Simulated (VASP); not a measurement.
All values below come from LDA (Ceperley-Alder, Perdew-Zunger), VASP's LDA PAW potentials (set 64) (plane waves; VASP 6.6.1).

VASP input:

### KPOINTS
```
Automatic mesh
0
Gamma
8 8 8
0 0 0
```

INCAR:
```
# general
SYSTEM =SrO
PREC   =Accurate
ENCUT  =520
LREAL  =.FALSE.
LASPH  =.TRUE.

# electronic loop
EDIFF  =1E-6
NELM   =100
ALGO   =Normal
LMAXMIX=4

# smearing
ISMEAR =0
SIGMA  =0.05

# ions
IBRION =2
NSW    =60
ISIF   =3
EDIFFG =-0.01

# output
LWAVE  =.FALSE.
LCHARG =.FALSE.
```

**POSCAR**
```
SrO
1
    0.0000000000     2.5388379720     2.5388379720
    2.5388379720     0.0000000000     2.5388379720
    2.5388379720     2.5388379720    -0.0000000000
Sr O
1 1
Direct
  0.5000000000   0.5000000000   0.5000000000
  0.0000000000   0.0000000000   0.0000000000
```

POTCAR, in this order: Sr_sv O (LDA.64 set). Program: vasp_std.

The resulting files:

OSZICAR:
```
       N       E                     dE             d eps       ncg     rms          rms(c)
DAV:   1     0.621314897877E+02    0.62131E+02   -0.80656E+03   704   0.125E+03
DAV:   2    -0.126473272362E+02   -0.74779E+02   -0.69793E+02  1000   0.249E+02
DAV:   3    -0.155380641235E+02   -0.28907E+01   -0.28740E+01  1004   0.450E+01
DAV:   4    -0.155819247380E+02   -0.43861E-01   -0.43855E-01   904   0.386E+00
DAV:   5    -0.155822712553E+02   -0.34652E-03   -0.34651E-03   888   0.311E-01    0.191E+01
DAV:   6    -0.135808325018E+02    0.20014E+01   -0.10061E+01   788   0.245E+01    0.225E+01
DAV:   7    -0.134329504797E+02    0.14788E+00   -0.59177E-01   884   0.706E+00    0.128E+01
DAV:   8    -0.133883524763E+02    0.44598E-01   -0.15693E-01   768   0.411E+00    0.116E+00
DAV:   9    -0.133875501608E+02    0.80232E-03   -0.93358E-03  1080   0.819E-01    0.256E-01
DAV:  10    -0.133876232322E+02   -0.73071E-04   -0.68346E-04   812   0.267E-01    0.825E-02
DAV:  11    -0.133876241219E+02   -0.88976E-06   -0.10698E-04   840   0.945E-02    0.201E-02
DAV:  12    -0.133876246399E+02   -0.51794E-06   -0.94993E-06   788   0.316E-02
   1 F= -.13387625E+02 E0= -.13387625E+02  d E =-.133876E+02
```

**OUTCAR**
```
------------------------ aborting loop because EDIFF is reached ----------------------------------------
  FORCE on cell =-STRESS in cart. coord.  units (eV):
  Direction    XX          YY          ZZ          XY          YZ          ZX
  --------------------------------------------------------------------------------------
  Total        0.0057491      0.0057491      0.0057491      0.0000000     -0.0000000      0.0000000
  in kB        0.2814346      0.2814346      0.2814346      0.0000000     -0.0000000      0.0000000
  external PRESSURE =       0.2814346 kB  Pullay stress =       0.0000000 kB
  volume of cell :       32.73
      direct lattice vectors                 reciprocal lattice vectors
     0.000000000  2.538837972  2.538837972    -0.196940492  0.196940492  0.196940492
     2.538837972  0.000000000  2.538837972     0.196940492 -0.196940492  0.196940492
     2.538837972  2.538837972  0.000000000     0.196940492  0.196940492 -0.196940492
  FREE ENERGIE OF THE ION-ELECTRON SYSTEM (eV)
  ---------------------------------------------------
  free  energy   TOTEN  =       -13.3876246399 eV

  energy  without entropy=      -13.3876246399  energy(sigma->0) =      -13.38762464

 reached required accuracy - stopping structural energy minimisation
```
(Selected blocks of OUTCAR.)

The structure comes from a computed database's SrO entry (Fm-3m); how it stands against other phases isn't given here. It was relaxed first, which changed the volume by -5 %. The start is the result of an earlier pass.
